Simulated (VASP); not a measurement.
Given:

```xyz
3
Lattice="0.0000 2.8272 2.8272 2.8272 0.0000 2.8272 2.8272 2.8272 0.0000" Properties=species:S:1:pos:R:3 pbc="T T T"
Li     1.4136     1.4136     1.4136
Li     4.2408     4.2408     4.2408
S      0.0000     0.0000     0.0000
```

These are rev-vdW-DF2, VASP's PBE PAW potentials (set 64) (plane waves; VASP) values and carry that method's errors. Run with 520 eV cut-off, 6×6×6 Γ-centred mesh, Gaussian smearing of 0.050 eV, potentials Li_sv S.

Question: The ions, cell shape and volume are relaxed. What does this cell relax into?

Answer: 
```xyz
3
Lattice="0.0000 2.8391 2.8391 2.8391 0.0000 2.8391 2.8391 2.8391 0.0000" Properties=species:S:1:pos:R:3 pbc="T T T"
Li     1.4195     1.4195     1.4195
Li     4.2586     4.2586     4.2586
S      0.0000     0.0000     0.0000
```
Space group Fm-3m (225), at a tolerance of 0.03 Å.

Question: How do energy and volume change from the first to the last step?

Answer: The energy (σ→0) changes by -0.4 meV/atom and the volume by +1.3 %, in 3 ionic steps.

The compound is Li2S in the antifluorite structure. This run relaxes it. Symmetry was kept, so distortions that lower it aren't found.
